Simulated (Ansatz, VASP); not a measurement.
# Bi2Te2Se: VASP beside Ansatz

Aim: how closely do two programs agree when they are given the same cell, functional and k mesh? The cell is taken from a series of VASP runs on this material, whose earlier steps may have relaxed, scaled or displaced it; both programs get it as it stands.

Calculated with Ansatz 0.2.0; plane waves, with VASP 6.6.1 beside it; single point at r2SCAN.

**1. The structure**

It takes space group R-3m (No. 166, trigonal). Conventional cell: a = 4.324 Å, b = 4.324 Å, c = 31.749 Å, α = 90.00°, β = 90.00°, γ = 120.00°. Bi has 3 Te at 3.05 Å and 3 Se at 3.11 Å nearest. Nearest to Te lie 3 Bi at 3.05 Å. Se has 6 Bi at 3.11 Å nearest. Farther neighbours and most contacts between anions are not listed.

**2. VASP: single point, r2SCAN**

A single point gives forces, pressure and levels at one fixed geometry, so differences don't come from the geometry; what else differs is listed under the comparison.

Lines of VASP's logs that name or quote its potential files are left out, and so is its time.

The input, INCAR:

```
SYSTEM = Bi2Te2Se
PREC = Accurate
ENCUT = 400
EDIFF = 1E-06
NELM = 100
ISMEAR = -5
SIGMA = 0.05
LREAL = .FALSE.
ALGO = Normal
METAGGA = R2SCAN
LASPH = .TRUE.
NBANDS = 39
LORBIT = 11
LWAVE = .FALSE.
LCHARG = .FALSE.
KPAR = 4
NEDOS = 2001
```

The input, POSCAR:

```
Bi2Te2Se
1.0
    2.1619484089      1.2482014959     10.5829682072
   -2.1619484089      1.2482014959     10.5829682072
    0.0000000000     -2.4964029917     10.5829682072
Bi Te Se
2 2 1
Direct
    0.6081859505      0.6081859505      0.6081859505
    0.3918140495      0.3918140495      0.3918140495
    0.2196261693      0.2196261693      0.2196261693
    0.7803738307      0.7803738307      0.7803738307
    0.0000000000      0.0000000000      0.0000000000
```

The input, KPOINTS:

```
Automatic mesh
0
Gamma
9 9 9
0 0 0
```

Potentials, in the order of the species: Bi_d, Te and Se (PBE family, release 64).

On the command line:

```console
mpirun -np 4 vasp_std
```

Numbers of over 12 decimals in the logs are rounded to 6 here.

The log of the run:

```text
[banner, memory and clock lines left out]
running    4 mpi-ranks, on    1 nodes
 distrk:  each k-point on    1 cores,    4 groups
 distr:  one band on    1 cores,    1 groups

 POSCAR found type information on POSCAR BiTeSe
 POSCAR found :  3 types and       5 ions
|                                                                             |
|               ----> ADVICE to this user running VASP <----                  |
|                                                                             |
|     You enforced a specific xc type in the INCAR file but a different       |
|     [... a line on the potential file left out ...]
|     I HOPE YOU KNOW WHAT YOU ARE DOING!                                     |
|                                                                             |

 LDA part: xc-table for (None), standard interpolation
 POSCAR, INCAR and KPOINTS ok, starting setup
 FFT: planning ... GRIDC
 FFT: planning ... GRID_SOFT
 FFT: planning ... GRID
 WAVECAR not read
 entering main loop
       N       E                     dE             d eps       ncg     rms          rms(c)
DAV:   1     0.236345036754E+03    0.23635E+03   -0.19191E+04  6630   0.102E+03
DAV:   2    -0.149439406515E+03   -0.38578E+03   -0.36447E+03  6929   0.297E+02
DAV:   3    -0.192334768556E+03   -0.42895E+02   -0.41736E+02  8307   0.116E+02
DAV:   4    -0.194094025420E+03   -0.17593E+01   -0.17524E+01  7993   0.259E+01
DAV:   5    -0.194170535790E+03   -0.76510E-01   -0.76504E-01  9346   0.496E+00    0.606E+00
DAV:   6    -0.183785747385E+03    0.10385E+02   -0.26981E+00  8241   0.158E+01    0.494E+00
DAV:   7    -0.183825625611E+03   -0.39878E-01   -0.52016E-01  7938   0.287E+00    0.212E+00
DAV:   8    -0.183842699162E+03   -0.17074E-01   -0.31943E-02  7611   0.137E+00    0.821E-01
DAV:   9    -0.183847369877E+03   -0.46707E-02   -0.82137E-03  7839   0.544E-01    0.169E-01
DAV:  10    -0.183847436580E+03   -0.66703E-04   -0.81792E-04  8356   0.199E-01    0.115E-01
DAV:  11    -0.183847569343E+03   -0.13276E-03   -0.69399E-04  7709   0.166E-01    0.577E-02
DAV:  12    -0.183847544925E+03    0.24418E-04   -0.80428E-05  7770   0.685E-02    0.190E-02
DAV:  13    -0.183847548051E+03   -0.31264E-05   -0.32574E-05  8502   0.442E-02    0.440E-03
DAV:  14    -0.183847547396E+03    0.65473E-06   -0.20463E-06  5714   0.108E-02
   1 F= -.18384755E+03 E0= -.18384755E+03  d E =0.000000E+00
```

From OUTCAR (step 2):

```text
ion  position               nearest neighbor table
   1  0.608  0.608  0.608-   3 3.05   3 3.05   3 3.05   5 3.11   5 3.11   5 3.11
   2  0.392  0.392  0.392-   4 3.05   4 3.05   4 3.05   5 3.11   5 3.11   5 3.11
   3  0.220  0.220  0.220-   1 3.05   1 3.05   1 3.05
   4  0.780  0.780  0.780-   2 3.05   2 3.05   2 3.05
   5  0.000  0.000  0.000-   1 3.11   1 3.11   2 3.11   2 3.11   1 3.11   2 3.11

  LATTYP: Found a trigonal (rhomboedric) cell.
 ALAT       =    10.8734191482
 COS(alpha) =     0.9209342511

 Subroutine GETGRP returns: Found 12 space group operations
 (whereof 12 operations were pure point group operations)

The static configuration has the point symmetry D_3d.

 Found     85 irreducible k-points:

   k-points           NKPTS =     85   k-points in BZ     NKDIM =     85   number of bands    NBANDS=     39

   dimension x,y,z NGX =    72 NGY =   72 NGZ =   72
   dimension x,y,z NGXF=   144 NGYF=  144 NGZF=  144

   ENCUT  =  400.0 eV  29.40 Ry    5.42 a.u.  17.73 17.73 17.73*2*pi/ulx,y,z

   NELECT =      48.0000    total number of electrons

 k-points in reciprocal lattice and weights: Automatic mesh
   0.00000000  0.00000000  0.00000000       0.001
   0.11111111 -0.00000000  0.00000000       0.008
   0.22222222 -0.00000000  0.00000000       0.008
   0.33333333  0.00000000  0.00000000       0.008
   0.44444444 -0.00000000  0.00000000       0.008
   0.11111111  0.11111111  0.00000000       0.008
   0.22222222  0.11111111  0.00000000       0.016
   0.33333333  0.11111111  0.00000000       0.016
   0.44444444  0.11111111 -0.00000000       0.016
[...]
0.44444444  0.44444444  0.44444444       0.003
  -0.44444444  0.44444444  0.44444444       0.008

 average (electrostatic) potential at core
       1-113.0072       2-113.0072       3 -94.1153       4 -94.1153       5 -57.3471

 E-fermi :   4.6512

 k-point     1 :       0.0000    0.0000    0.0000
  band No.  band energies     occupation
    ...
     20       3.5006      2.00000
     21       3.5006      2.00000
     22       3.9056      2.00000
     23       3.9056      2.00000
     24       4.6356      2.00000
     25       5.3497      0.00000
     26       6.1430      0.00000
     27       6.1430      0.00000
     28       7.0712      0.00000
     29       7.3460      0.00000
    ...

 k-point     2 :       0.1111   -0.0000    0.0000
  band No.  band energies     occupation
    ...
     20       3.4442      2.00000
     21       3.5257      2.00000
     22       3.7694      2.00000
     23       3.7789      2.00000
     24       4.2814      2.00000
     25       6.0247      0.00000
     26       6.4653      0.00000
     27       6.6249      0.00000
     28       7.0634      0.00000
     29       7.4200      0.00000
    ...

 k-point     3 :       0.2222   -0.0000    0.0000
  band No.  band energies     occupation
    ...
     20       2.9965      2.00000
     21       3.3747      2.00000
     22       3.6395      2.00000
     23       3.7778      2.00000
     24       4.2327      2.00000
     25       6.0650      0.00000
     26       6.8578      0.00000
     27       7.0682      0.00000
     28       7.5173      0.00000
     29       7.7651      0.00000
    ...

  Total        0.0457037      0.0457037      0.0260592      0.0000000      0.0000000      0.0000000
  in kB        0.4273397      0.4273397      0.2436589      0.0000000      0.0000000      0.0000000
  external PRESSURE =       0.3661127 kB  Pullay stress =       0.0000000 kB

  energy-cutoff  :      400.00
  volume of cell :      171.35
      direct lattice vectors                 reciprocal lattice vectors
     2.161948409  1.248201496 10.582968207     0.231272864  0.133525450  0.031497150
    -2.161948409  1.248201496 10.582968207    -0.231272864  0.133525450  0.031497150
     0.000000000 -2.496402992 10.582968207     0.000000000 -0.267050900  0.031497150

 POSITION                                       TOTAL-FORCE (eV/Angst)
 -----------------------------------------------------------------------------------
      0.00000      0.00000     19.30924         0.000000     -0.000000     -0.015410
      0.00000      0.00000     12.43967         0.000000      0.000000      0.015410
      0.00000      0.00000      6.97289         0.000000     -0.000000     -0.003302
      0.00000      0.00000     24.77601         0.000000      0.000000      0.003302
      0.00000      0.00000      0.00000         0.000000     -0.000000      0.000000
 -----------------------------------------------------------------------------------
    total drift:                                0.000000      0.000000      0.000000

  FREE ENERGIE OF THE ION-ELECTRON SYSTEM (eV)
  ---------------------------------------------------
  free  energy   TOTEN  =      -183.8475473963 eV

  energy  without entropy=     -183.8475473963  energy(sigma->0) =     -183.84754740

 total charge
# of ion       s       p       d       tot
------------------------------------------
    1        1.580   1.080   9.943  12.603
    2        1.580   1.080   9.943  12.603
    3        1.399   1.970   0.021   3.390
    4        1.399   1.970   0.021   3.390
    5        1.470   2.360   0.019   3.849
--------------------------------------------------
tot          7.427   8.459  19.947  35.834

[... 3 further parts left out ...]
```

The run ends at a pressure of 0.04 GPa, with forces up to 0.015 eV/Å.

**3. Ansatz: single point, r2SCAN**

Ansatz runs on its default PAW (the set named soft_2) files.

The same cell, functional, mesh and smearing now go to Ansatz, which takes its cutoff from its data sets.

The input, input.yaml:

```yaml
crystal:
  lattice:
    - [2.1619484089, 1.2482014959, 10.5829682072]
    - [-2.1619484089, 1.2482014959, 10.5829682072]
    - [0.0, -2.4964029917, 10.5829682072]
  atoms:
    - { symbol: Bi, position: [0.6081859505, 0.6081859505, 0.6081859505] }
    - { symbol: Bi, position: [0.3918140495, 0.3918140495, 0.3918140495] }
    - { symbol: Te, position: [0.2196261693, 0.2196261693, 0.2196261693] }
    - { symbol: Te, position: [0.7803738307, 0.7803738307, 0.7803738307] }
    - { symbol: Se, position: [0.0, 0.0, 0.0] }
hamiltonian:
  xc: r2scan
  pseudopotentials: { kind: paw }
kpoints:
  mp_grid: { grid: [9, 9, 9] }
scf:
  occupations: { method: tetrahedron }
output:
  forces: true
  stress: true
```

On the command line:

```console
ansatz run input.yaml --threads 2 --pin off --max-ram 4608MiB --backend cpu --events-out ev --progress --plain --runs-dir out
```

The log of the run:

```text
Warning: output.forces, output.stress, relax.cell or npt_langevin: where a Kohn–Sham band that disperses or a degenerate level is filled in part under the method tetrahedron, the forces or the stress that this run publishes need not agree with its energy (scf.occupations.method in the input reference, under Limitations); prefer a smearing scheme for the forces or the stress
basis.fft_grid_basis auto: the FFT boxes are laid along the combinations [[1, 0, -1], [0, 1, -1], [0, 0, 1]] of the cell's own vectors, 4.324, 4.324 and 10.873 Å long. The dense box has 32×32×80 points. Along the cell's own vectors, as sized, it would have 80×80×80, 6.25 times as many. Of the 12 symmetry operations that the crystal satisfies within crystal.symmetry.tolerance (time reversal apart; of a slab, those tha [...]
Engine: ansatz 0.2.0, aarch64-unknown-linux-gnu
Pseudopotentials: kind: paw
Pseudopotential: Bi, paw, valence charge 15, recommended cutoff 500 eV (meta_gga), Bi.paw.azcp
Pseudopotential: Te, paw, valence charge 16, recommended cutoff 500 eV (meta_gga), Te.paw.azcp
Pseudopotential: Se, paw, valence charge 16, recommended cutoff 500 eV (meta_gga), Se.paw.azcp
Functional definition: r2SCAN
  parameter k0 = 0.174
  parameter k1 = 0.065
  parameter a1 = 4.9479
  exchange = r2scan_x(k0 = k0, k1 = k1, a1 = a1)
  correlation = r2scan_c
Crystal: 5 atoms, lattice volume = 171.352 Å³
Basis set: ecut = 500 eV, 4341 PW (Γ), FFT grids on a1−a3, a2−a3, a3, exchange–correlation on 128×128×320 points (64 copies of the dense FFT grid, shifted against one another)
Bands: 47, of which v1, the nominal top of the filled ones, is band 39 counted from 1 (38 counted from 0)
Symmetry: 12 space group operations
Space group: R-3m (ITA 166), of the structure as read, at distance tolerance 5.6e-5 Å
k-points: 85 of 729
Non-local potential: Bi, projectors of the file, l = 0: 2, l = 1: 2, l = 2: 2, l = 3: 2
Non-local potential: Te, projectors of the file, l = 0: 2, l = 1: 2, l = 2: 2, l = 3: 2
Non-local potential: Se, projectors of the file, l = 0: 2, l = 1: 2, l = 2: 3, l = 3: 1
PAW form: soft (Blöchl's): semilocal exchange-correlation on the pseudo side does not see the compensation charge
PAW frozen core: Bi, regenerated for the run's functional (the file was generated under x = pbe(κ = 0.804, μ = 0.219515), c = pbe(β = 0.066725))
PAW frozen core: Te, regenerated for the run's functional (the file was generated under x = pbe(κ = 0.804, μ = 0.219515), c = pbe(β = 0.066725))
PAW frozen core: Se, regenerated for the run's functional (the file was generated under x = pbe(κ = 0.804, μ = 0.219515), c = pbe(β = 0.066725))
PAW one-centre angular grid: Bi, 590 points (default); XC on 160 Gauss nodes
PAW one-centre angular grid: Te, 590 points (default); XC on 160 Gauss nodes
PAW one-centre angular grid: Se, 590 points (default); XC on 160 Gauss nodes
Initial density: superposition of atomic densities (neutral atoms: chi_scale 0, normalization atom), corrected by the library's trained network
Initial wavefunctions: pseudopotential atomic-orbital guess
Functional: x = r2scan, c = r2scan; τ floored in thin density (d = 2e-4 eV/Å³)
SCF iter   1: F=—  HF=-44291.586050 eV  |F-HF|=—  |Δ(HF+E_count)|=         —  Δρ=3.67e-3  dr2=3.26e-2  dr2_τ=8.36e-3  ethr=1.77e-3  ⟨swp⟩=8.1  Hψ=17522  notcnv=0
preconditioner: auto → Resta (q_TF=auto, 2.393 Å⁻¹)  ε∞=3.7  [insulator: Δε(μ)=0.721 eV  Ē_g=9.118 eV  n_scr=44 (ndim 8)  ℏωp=15.0 eV  f_vac=0.052  ε∞_Penn≈3.7]
SCF iter   2: F=—  HF=-44291.596960 eV  |F-HF|=—  |Δ(HF+E_count)|=   1.09e-2  Δρ=1.92e-3  dr2=6.78e-3  dr2_τ=2.41e-4  ethr=4.18e-5  ⟨swp⟩=3.0  Hψ=8935  notcnv=0  defer=128
SCF iter   3: F=—  HF=-44291.597818 eV  |F-HF|=—  |Δ(HF+E_count)|=   8.58e-4  Δρ=6.26e-4  dr2=9.78e-4  dr2_τ=3.40e-5  ethr=8.69e-6  ⟨swp⟩=3.8  Hψ=7885  notcnv=0  defer=128
SCF iter   4: F=—  HF=-44291.597937 eV  |F-HF|=—  |Δ(HF+E_count)|=   1.19e-4  Δρ=2.75e-4  dr2=2.95e-4  dr2_τ=3.68e-6  ethr=1.25e-6  ⟨swp⟩=3.0  Hψ=8267  notcnv=0  defer=128
SCF iter   5: F=—  HF=-44291.597958 eV  |F-HF|=—  |Δ(HF+E_count)|=   2.06e-5  Δρ=1.01e-4  dr2=4.22e-5  dr2_τ=3.13e-7  ethr=3.78e-7  ⟨swp⟩=3.0  Hψ=5473  notcnv=0  defer=128
SCF iter   6: F=—  HF=-44291.598015 eV  |F-HF|=—  |Δ(HF+E_count)|=   5.69e-5  Δρ=3.25e-5  dr2=2.57e-6  dr2_τ=4.10e-8  ethr=5.41e-8  ⟨swp⟩=2.6  Hψ=4685  notcnv=0  defer=128
SCF iter   7: F=—  HF=-44291.598016 eV  |F-HF|=—  |Δ(HF+E_count)|=   1.20e-6  Δρ=7.01e-6  dr2=1.02e-7  dr2_τ=4.82e-9  ethr=3.30e-9  ⟨swp⟩=3.0  Hψ=6092  notcnv=0  defer=128
SCF iter   8: F=-44291.598016 eV  HF=-44291.598016 eV  |F-HF|=1.41e-9  |Δ(HF+E_count)|=   3.35e-8  Δρ=1.70e-6  dr2=4.88e-9  dr2_τ=7.22e-11  ethr=1.28e-10  ⟨swp⟩=8.2  Hψ=17824  notcnv=0
SCF 1 converged in 8 iterations: F = -44291.598016 eV  dr2 = 4.88e-9
  greatest PAW one-centre occupation: 1.000 electrons in one spin orbital (limit 2), on the Se atom at site 4 (counted from 0), in its partial waves of l = 2
SCF converged after 8 iterations
Stability not checked: this state was not tested for a lower state beside it, because cold or Methfessel-Paxton smearing, or corrected tetrahedra, fill the levels in a way that the test cannot read (fill_not_monotonic; see scf.lower_state_search)
Free energy (F): -44291.598016 eV
Harris-Foulkes:  -44291.598016 eV  (|F-HF|=1.41e-9)
Internal energy: -44291.598016 eV  (E = F + TS)
E sigma→0 (E₀):  -44291.598016 eV
Fermi energy:    7.813572 eV
--- Per-component energies (eV) ---
  E_band       = -1236.359240
  E_kinetic    = 1077.970407
  E_local      = -9045.862303  (includes V_loc(G=0)·N_el)
  E_nonlocal   = -90.322069
  E_hartree    = 4295.172743
  E_xc         = -610.674524
  E_vxc        = -641.989981  (∫ρ·V_xc dr)
  E_paw        = -32674.328646  (= ΣΔE_a)
  E_vpaw       = -1166.836170  (= ΣTr[D̂ρ^β])
  E_aug_tail   = -0.000828  (compensation charges beyond the density's cutoff)
  E_vtau       = 40.338376  (kinetic-family band-sum trace: ∫τ·v_τ [+ j·A + Jᵃ·Aᵃ] dr)
  E_ewald      = -7244.108831
  E_core_change = 0.556035  (= ΣΔE_core)
  E_smearing   = -0.000000  (= −TS)
  E_closure    = -0.000000  (closes the sum)
  Σ components = -44291.598016   (vs F -44291.598016, Δ=0.00e0)
--- Forces (eV/Å), atoms counted from 1 ---
  atom   1  Bi     0.00000000    -0.00000000    -0.02776311
  atom   2  Bi    -0.00000000     0.00000000     0.02776311
  atom   3  Te     0.00000000     0.00000000     0.01574702
  atom   4  Te    -0.00000000    -0.00000000    -0.01574702
  atom   5  Se    -0.00000000    -0.00000000     0.00000000
  max |Σ_I F_I| component: 4.63e-18 eV/Å
--- Stress (GPa, compression-positive) ---
        0.060926       0.000000      -0.000000
        0.000000       0.060926      -0.000000
       -0.000000      -0.000000       0.026290
  P = ⅓ Tr σ = 0.0494 GPa (0.494 kbar)
--- Band table (eV; the first three rows and the last of 85) ---
  k-point 0: bands = [... 35 lower, 6.6819, 7.0850, 7.0850, 7.8136, 8.5402, 9.3210, 9.3210, 10.2568, ... 4 higher]
  k-point 1: bands = [... 35 lower, 6.7026, 6.9458, 6.9563, 7.4563, 9.2123, 9.6431, 9.8103, 10.2477, ... 4 higher]
  k-point 2: bands = [... 35 lower, 6.5508, 6.8120, 6.9550, 7.4111, 9.2483, 10.0345, 10.2560, 10.6995, ... 4 higher]
  k-point 84: bands = [... 35 lower, 6.5094, 7.0822, 7.3957, 7.5732, 9.0813, 9.5524, 9.5752, 10.4124, ... 4 higher]
```

Run time: 96 s. Hardware: 2 threads of Arm Neoverse N1, shared host; peak memory 1.1 GiB.

The run ends at a pressure of 0.05 GPa, with forces up to 0.028 eV/Å.

**4. Side by side**

Known differences besides the potentials themselves: VASP keeps PBE cores, Ansatz makes them for the functional; the data sets hold 78 valence electrons in Ansatz (default PAW (the set named soft_2) files) and 48 in VASP; the cutoff is 500 eV in Ansatz and 400 eV in VASP. Total energies have different zeros and are not compared.

Both answers:

| quantity | Ansatz | VASP | difference |
| --- | --- | --- | --- |
| pressure (GPa) | 0.05 | 0.04 | +0.01 |
| gap on the k mesh (eV) | 0.727 | 0.714 | +0.012 |

At this near-relaxed geometry the largest component of a force difference is 19 meV/Å. A gap on the mesh is an upper bound, since the band edges may lie between its points; neither run holds spin-orbit coupling, which can move the band edges of a compound of Bi. Ansatz's pressure holds a Pulay correction of 0.02 GPa; VASP's holds none.

**5. Summary of results**

```yaml
difference_in_gap_on_the_k_mesh_single_point_r2scan: 0.012 eV
r_m_s_force_difference_single_point_r2scan: 8.3 meV/Å
```

What this shows: The r.m.s. force difference is 8.3 meV/Å (single point, r2SCAN), within the 12 meV/Å picked in this series as the mark of a large difference. How closely two codes agree says nothing of how well the functional describes the real material.

[Lines on the potential files, build, host, timing and source positions are cut from VASP's logs without a mark.]

[Logs are printed without paths, hosts, clocks, repeated set-up lines and the standing remarks that a program may print on its own settings, such as how far it seeks lower states.]

[Hosts, paths, dates, database ids (printed as entryN), source tags and the programs' standing remarks are cut or masked in the printed files.]
